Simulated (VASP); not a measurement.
```
CELL_PARAMETERS angstrom
      5.61255     0.00000     0.00000
     -2.80627     4.86061     0.00000
      0.00000     0.00000     9.12161
ATOMIC_POSITIONS crystal
  Tl 0.33333 0.66667 0.00012
  Tl 0.66667 0.33333 0.50012
  I  0.33333 0.66667 0.37488
  I  0.66667 0.33333 0.87488
```

Method: PBE GGA, VASP's PBE PAW potentials (set 64) (plane waves; VASP 6.6.1). Settings: 400 eV cut-off, 5×5×3 Γ-centred mesh, tetrahedra with Blöchl corrections, potentials Tl_d I.

**Question.** The job: TlI (relaxed from the wurtzite structure, space group P6_3mc), 4 atoms, PBE, static run, 400 eV, 5×5×3 Γ-centred mesh. Roughly how much core time does it take on a busy server core?

**Answer.** About 30 core-seconds (one run on a shared machine, a rough figure). It had 10 irreducible k-points, 24 bands, up to 4529 plane waves and 16 electronic steps.

The structure was generated: TlI was put into the wurtzite type (P6_3mc), which need not be its known phase. It was relaxed first, which changed the volume by +76 %.
